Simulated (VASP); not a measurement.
Given:

```
V
1.0
   -1.51500     1.51500     1.51500
    1.51500    -1.51500     1.51500
    1.51500     1.51500    -1.51500
V
1
Direct
  0.00000   0.00000   0.00000
```

These are PBE GGA, VASP's PBE PAW potentials (set 64) (plane waves; VASP) values and carry that method's errors. Numerical set-up: 480 eV cut-off, 15×15×15 Γ-centred mesh, first-order Methfessel-Paxton smearing of 0.10 eV, potentials V.

Energy and stress use the plane-wave basis of the starting cell.

**Question.** The ions, cell shape and volume are relaxed. Which structure does the run end with?

**Answer.** 
```
V
1.0
   -1.48904     1.48904     1.48904
    1.48904    -1.48904     1.48904
    1.48904     1.48904    -1.48904
V
1
Direct
  0.00000   0.00000   0.00000
```
Space group Im-3m (229), at a tolerance of 0.03 Å.

**Question.** How do energy and volume change from the first to the last step?

**Answer.** The energy (σ→0) changes by -20.9 meV/atom and the volume by -5.1 %, in 3 ionic steps.

The compound is V in the bcc structure. This run relaxes it. Symmetry was kept, so distortions that lower it aren't found. The run is not spin-polarised, so no magnetic state was tried.
